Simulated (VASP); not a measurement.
# TiTl (P4/nmm) in VASP: single point with PBE0

Aim: the single point of TiTl with PBE0.

All numbers are computed with VASP 6.6.1; they aren't measurements. Logs are shortened: lines on timing, memory, paths and dates and some standing lists are left out, and cuts for length are marked.

### Step 1. Starting point

It takes space group P4/nmm (No. 129, tetragonal). Conventional cell: a = 2.985 Å, b = 2.985 Å, c = 9.203 Å, α = 90.00°, β = 90.00°, γ = 90.00°. Ti (site symmetry 4mm) is surrounded by 8 Ti at 2.90 to 2.98 Å and 4 Tl at 3.20 Å. Tl (site symmetry 4mm) is surrounded by 8 Tl at 2.98 to 3.19 Å and 4 Ti at 3.20 Å.

The cell was built by a generator and needn't be a form met in nature.

### Step 2. Single point, PBE0

The input, POSCAR:

```
TiTl
1.0
    2.9849180000      0.0000000000      0.0000000000
    0.0000000000      2.9849180000      0.0000000000
    0.0000000000      0.0000000000      9.2034990000
Ti Tl
2 2
Direct
    0.0000000000      0.5000000000      0.6080000000
    0.5000000000      0.0000000000      0.3920000000
    0.0000000000      0.5000000000      0.1300000000
    0.5000000000      0.0000000000      0.8700000000
```

The input, INCAR.step1:

```
PREC = Accurate
ENCUT = 520
EDIFF = 1E-5
ISMEAR = -1
SIGMA = 0.0984
LREAL = F
LASPH = T
NELM = 60
ALGO = Normal
ISIF = 2
LWAVE = T
LCHARG = F
NBANDS = 33
GGA = PE
```

The input, INCAR.step2:

```
PREC = Accurate
ENCUT = 520
EDIFF = 1E-6
ISMEAR = -1
SIGMA = 0.0984
LREAL = F
LASPH = T
NELM = 60
ALGO = Normal
ISIF = 2
LWAVE = F
LCHARG = F
GGA = PE
LHFCALC = T
AEXX = 0.25
PRECFOCK = Normal
HFRCUT = -1
NBANDS = 33
ISTART = 1
```

The input, KPOINTS:

```
Automatic mesh
0
Gamma
  4 4 1
```

Potentials or basis: VASP PAW PBE potentials, release 64 (Ti_sv, Tl_d).

The run is started by

```console
> cat potpaw_PBE.64/Ti_sv/POTCAR potpaw_PBE.64/Tl_d/POTCAR > POTCAR
> cp INCAR.step1 INCAR
> mpirun -np 1 vasp_std > vasp.out
> cp INCAR.step2 INCAR
> mpirun -np 1 vasp_std > vasp.out
```

OUTCAR:

```text
PREC = Accurate
   ENCUT = 520
   EDIFF = 1E-6
   ISMEAR = -1
   LREAL = F
   LASPH = T
   NELM = 60
   ISIF = 2
   GGA = PE
   LHFCALC = T
   AEXX = 0.25
   PRECFOCK = Normal
   ISTART = 1

 ion  position               nearest neighbor table
   1  0.000  0.500  0.608-   2 2.90   2 2.90   2 2.90   2 2.90   4 3.20   4 3.20   4 3.20   4 3.20

   2  0.500  0.000  0.392-   1 2.90   1 2.90   1 2.90   1 2.90   3 3.20   3 3.20   3 3.20   3 3.20

   3  0.000  0.500  0.130-   4 3.19   4 3.19   4 3.19   4 3.19   2 3.20   2 3.20   2 3.20   2 3.20

   4  0.500  0.000  0.870-   3 3.19   3 3.19   3 3.19   3 3.19   1 3.20   1 3.20   1 3.20   1 3.20

  LATTYP: Found a simple tetragonal cell.
 ALAT       =     2.9849180000
 C/A-ratio  =     3.0833339475

  Lattice vectors:

 A1 = (   2.9849180000,   0.0000000000,   0.0000000000)
 A2 = (   0.0000000000,   2.9849180000,   0.0000000000)
 A3 = (   0.0000000000,   0.0000000000,   9.2034990000)

Analysis of symmetry for initial positions (statically):
=====================================================================
 Subroutine PRICEL returns:
 Original cell was already a primitive cell.

 Routine SETGRP: Setting up the symmetry group for a
 simple tetragonal supercell.

 Subroutine GETGRP returns: Found 16 space group operations
 (whereof  8 operations were pure point group operations)
 out of a pool of 16 trial point group operations.

The static configuration has the point symmetry D_2d.
 The point group associated with its full space group is D_4h.

Analysis of symmetry for dynamics (positions and initial velocities):
=====================================================================
 Subroutine PRICEL returns:
 Original cell was already a primitive cell.

 Routine SETGRP: Setting up the symmetry group for a
 simple tetragonal supercell.

 Subroutine GETGRP returns: Found 16 space group operations
 (whereof  8 operations were pure point group operations)
 out of a pool of 16 trial point group operations.

The dynamic configuration has the point symmetry D_2d.
 The point group associated with its full space group is D_4h.

 Subroutine INISYM returns: Found 16 space group operations
 (whereof  8 operations are pure point group operations),
 and found     1 'primitive' translations

----------------------------------------------------------------------------------------

                                     Primitive cell

  volume of cell :      82.0007

  direct lattice vectors                    reciprocal lattice vectors
     2.984918000  0.000000000  0.000000000     0.335017578  0.000000000  0.000000000
     0.000000000  2.984918000  0.000000000     0.000000000  0.335017578  0.000000000
     0.000000000  0.000000000  9.203499000     0.000000000  0.000000000  0.108654328

  length of vectors
     2.984918000  2.984918000  9.203499000     0.335017578  0.335017578  0.108654328

  position of ions in fractional coordinates (direct lattice)
     0.000000000  0.500000000  0.608000000
     0.500000000  0.000000000  0.392000000
     0.000000000  0.500000000  0.130000000
     0.500000000  0.000000000  0.870000000

  ion indices of the primitive-cell ions
   primitive index   ion index
                 1           1
                 2           2
                 3           3
                 4           4

----------------------------------------------------------------------------------------

 KPOINTS: Automatic mesh

Automatic generation of k-mesh.
 Grid dimensions read from file:
 generate k-points for:    4    4    1

 Generating k-lattice:

  Cartesian coordinates                     Fractional coordinates (reciprocal lattice)
     0.083754395  0.000000000  0.000000000     0.250000000  0.000000000  0.000000000
     0.000000000  0.083754395  0.000000000     0.000000000  0.250000000  0.000000000
     0.000000000  0.000000000  0.108654328     0.000000000  0.000000000  1.000000000

  Length of vectors
     0.083754395  0.083754395  0.108654328

  Shift w.r.t. Gamma in fractional coordinates (k-lattice)
     0.000000000  0.000000000  0.000000000

 Subroutine IBZKPT returns following result:
 ===========================================

 Found      6 irreducible k-points:

 Following reciprocal coordinates:
            Coordinates               Weight
  0.000000  0.000000  0.000000      1.000000
  0.250000  0.000000  0.000000      4.000000
  0.500000  0.000000  0.000000      2.000000
  0.250000  0.250000  0.000000      4.000000
  0.500000  0.250000  0.000000      4.000000
  0.500000  0.500000  0.000000      1.000000
   k-points           NKPTS =      6   k-points in BZ     NKDIM =     16   number of bands    NBANDS=     33
   number of dos      NEDOS =    301   number of ions     NIONS =      4
   total plane-waves  NPLWV =  40320
   dimension x,y,z NGX =    24 NGY =   24 NGZ =   70
   dimension x,y,z NGXF=    48 NGYF=   48 NGZF=  140
   ions per type =               2   2
   NGX,Y,Z   is equivalent  to a cutoff of  13.37, 13.37, 12.64 a.u.
   NGXF,Y,Z  is equivalent  to a cutoff of  26.73, 26.73, 25.29 a.u.
 SYSTEM =  unknown system
   PREC   = accura    normal or accurate (medium, high low for compatibility)
   ISTART =      1    job   : 0-new  1-cont  2-samecut
   ICHARG =      0    charge: 1-file 2-atom 10-const
   ISPIN  =      1    spin polarized calculation?
   LNONCOLLINEAR =      F non collinear calculations
   LSORBIT =      F    spin-orbit coupling
   LASPH  =      T    aspherical Exc in radial PAW
   ENCUT  =  520.0 eV  38.22 Ry    6.18 a.u.   5.55  5.55 17.11*2*pi/ulx,y,z
   NELM   =     60;   NELMIN=  2; NELMDL=  0     # of ELM steps
   EDIFF  = 0.1E-05   stopping-criterion for ELM
   LREAL  =      F    real-space projection
   EDIFFG = 0.1E-04   stopping-criterion for IOM
   NSW    =      0    number of steps for IOM
   IBRION =     -1    ionic relax: 0-MD 1-quasi-New 2-CG
   NFREE  =      0    steps in history (QN), initial steepest desc. (CG)
   ISIF   =      2    stress and relaxation
   ISYM   =      3    0-nonsym 1-usesym 2-fastsym
   POTIM  = 0.5000    time-step for ionic-motion
   TEBEG  =    0.0;   TEEND  =   0.0 temperature during run
   PSTRESS=    0.0 pullay stress
   NELECT =      50.0000    total number of electrons
   NUPDOWN=      -1.0000    fix difference up-down
   EMIN   =  10.00;   EMAX   =-10.00  energy-range for DOS
   EFERMI =   0.00;   METHOD = LEGACY
   ISMEAR =    -1;   SIGMA  =   0.10  broadening in eV -4-tet -1-fermi 0-gaus
   EFERMI_NEDOS =   21; number of points for ismear=-14 and -15
   IALGO  =     38    algorithm
   IMIX   =      1    mixing-type and parameters
     AMIX     =   0.40;   BMIX     =  1.00
     AMIX_MAG =   1.60;   BMIX_MAG =  1.00
  volume/ion in A,a.u.               =      20.50       138.34
  Fermi-wavevector in a.u.,A,eV,Ry     =   1.388222  2.623359 26.220606  1.927160
  Thomas-Fermi vector in A             =   2.512369
   LORBIT       =      0    0 simple, 1 ext, 2 COOP (PROOUT), +10 PAW based schemes
   GGA     = PE    functional components
   LHFCALC =     T    Hartree Fock is set to
   PRECFOCK=normal    Normal, Fast or Accurate (Low or Medium for compatibility)
   ENCUT4O =  -1.0   cutoff for four orbital integrals eV
   NKREDX  =     1    reduce k-point grid by
   NKREDY  =     1    reduce k-point grid by
   NKREDZ  =     1    reduce k-point grid by
   AEXX    =    0.2500 exact exchange contribution
   HFSCREEN=    0.0000 screening length (either q_TF or 0.3 A-1)
   HFSCREENC=   0.0000 screening length for correlation (either q_TF or 0.3 A-1)
   ENCUTFOCK=  -1.0 apply spherical cutoff to Coloumb kernel
   IVDW    =     0    specifies the selected vdW correction
   LEPSILON=     F    determine dielectric tensor
   LRPA    =     F    only Hartree local field effects (RPA)
 non-spin polarized calculation
  energy-cutoff  :      520.00
  volume of cell :       82.00
 maximum number of plane-waves:      2243
 NGX is ok and might be reduce to    24
  NGX = 18; NGY = 18; NGZ = 54

 number of electron      49.9999991 magnetization

 Free energy of the ion-electron system (eV)
  ---------------------------------------------------
  ext. energy  EPLUGINS =         0.00000000
  ---------------------------------------------------
  free energy    TOTEN  =       -25.94563337 eV

  energy without entropy =      -25.94410663  energy(sigma->0) =      -25.94487000

 E-fermi :   8.9057     XC(G=0):  -8.9324

 val. band max:        8.2693647610   @ k =   0.5000   0.0000   0.0000
 cond. band min:       9.5747641173   @ k =   0.2500   0.2500   0.0000
 fundamental gap:      1.3053993563
 Fermi energy:         8.9057326507

 k-point     1 :       0.0000    0.0000    0.0000
  band No.  band energies     occupation
      1     -53.6982      2.00000
      2     -53.6123      2.00000
      3     -28.3620      2.00000
      4     -28.1540      2.00000
      5     -28.1540      2.00000
      6     -28.0682      2.00000
[... 25 lines left out ...]
     32      12.2386      0.00000
     33      12.8834      0.00000

 k-point     2 :       0.2500    0.0000    0.0000
  band No.  band energies     occupation
      1     -53.6706      2.00000
      2     -53.6101      2.00000
      3     -28.3691      2.00000
      4     -28.3315      2.00000
      5     -28.1354      2.00000
      6     -28.1225      2.00000
[... 25 lines left out ...]
     32      12.6520      0.00000
     33      13.2571      0.00000

 k-point     3 :       0.5000    0.0000    0.0000
  band No.  band energies     occupation
      1     -53.6237      2.00000
      2     -53.6237      2.00000
      3     -28.4738      2.00000
      4     -28.4738      2.00000
      5     -28.1057      2.00000
      6     -28.1057      2.00000
[... 25 lines left out ...]
     32      12.3729      0.00000
     33      13.3763      0.00000

 k-point     4 :       0.2500    0.2500    0.0000
  band No.  band energies     occupation
      1     -53.6444      2.00000
      2     -53.6022      2.00000
      3     -28.3678      2.00000
      4     -28.3135      2.00000
      5     -28.2674      2.00000
      6     -28.1494      2.00000
[... 25 lines left out ...]
     32      12.0895      0.00000
     33      12.3183      0.00000

 k-point     5 :       0.5000    0.2500    0.0000
  band No.  band energies     occupation
      1     -53.6077      2.00000
      2     -53.6077      2.00000
      3     -28.4467      2.00000
      4     -28.4467      2.00000
      5     -28.1924      2.00000
      6     -28.1924      2.00000
[... 25 lines left out ...]
     32      12.5269      0.00000
     33      13.5507      0.00000

 k-point     6 :       0.5000    0.5000    0.0000
  band No.  band energies     occupation
      1     -53.5941      2.00000
      2     -53.5941      2.00000
      3     -28.4751      2.00000
      4     -28.4751      2.00000
      5     -28.2360      2.00000
      6     -28.2360      2.00000
[... 25 lines left out ...]
     32      13.1554      0.00000
     33      13.1599      0.00000

------------------------ aborting loop because EDIFF is reached ----------------------------------------

  FORCE on cell =-STRESS in cart. coord.  units (eV):
  Direction    XX          YY          ZZ          XY          YZ          ZX
  --------------------------------------------------------------------------------------
  -------------------------------------------------------------------------------------
  Total        1.2651793      1.2651793      0.2465878      0.0000000      0.0000000      0.0000000
  in kB       24.7197966     24.7197966      4.8179731      0.0000000      0.0000000      0.0000000
  external PRESSURE =      18.0858555 kB  Pullay stress =       0.0000000 kB

 VOLUME and BASIS-vectors are now :
 -----------------------------------------------------------------------------
  energy-cutoff  :      520.00
  volume of cell :       82.00
      direct lattice vectors                 reciprocal lattice vectors
     2.984918000  0.000000000  0.000000000     0.335017578  0.000000000  0.000000000
     0.000000000  2.984918000  0.000000000     0.000000000  0.335017578  0.000000000
     0.000000000  0.000000000  9.203499000     0.000000000  0.000000000  0.108654328

 POSITION                                       TOTAL-FORCE (eV/Angst)
 -----------------------------------------------------------------------------------
      0.00000      1.49246      5.59573        -0.000000      0.000000     -2.048184
      1.49246      0.00000      3.60777         0.000000      0.000000      2.048184
      0.00000      1.49246      1.19645         0.000000     -0.000000      1.817237
      1.49246      0.00000      8.00704         0.000000      0.000000     -1.817237
 -----------------------------------------------------------------------------------
    total drift:                                0.000000     -0.000001      0.000001

  FREE ENERGIE OF THE ION-ELECTRON SYSTEM (eV)
  ---------------------------------------------------
  free  energy   TOTEN  =       -25.9456333737 eV

  energy  without entropy=      -25.9441066318  energy(sigma->0) =      -25.94487000
```

Wall time 27 min (1 thread of Intel Xeon Platinum 8375C at 2.90GHz (Ice Lake), shared host); peak memory 0.21 GiB.

What came out:

```
Free energy            : -25.9456 eV
Pressure               : 1.8 GPa
Largest force          : 2.048 eV/Å
Band gap on the k mesh : none (metal or under the smearing width)
```

Forces on the atoms (eV/Å):
```
Ti   0.000  0.000 -2.048
Ti   0.000  0.000  2.048
Tl   0.000  0.000  1.817
Tl   0.000  0.000 -1.817
```

Levels at points of the mesh, in eV from the Fermi level:
| k point | band 23 | band 24 | band 25 | band 26 | band 27 | band 28 |
| --- | --- | --- | --- | --- | --- | --- |
| (0.00, 0.00, 0.00) | -2.41 | -2.15 | 0.68 | 1.92 | 1.92 | 2.69 |
| (0.50, 0.00, 0.00) | -2.53 | -2.53 | -0.64 | -0.64 | 1.02 | 1.02 |
| (0.50, 0.50, 0.00) | -1.55 | -1.55 | -1.15 | -1.15 | -0.70 | -0.70 |

Caveat: the k mesh is coarse (spacing up to 0.68 Å⁻¹), so the values aren't converged, least of all with exact exchange; the PAW data sets were made with another functional, which shifts forces and pressure a little.
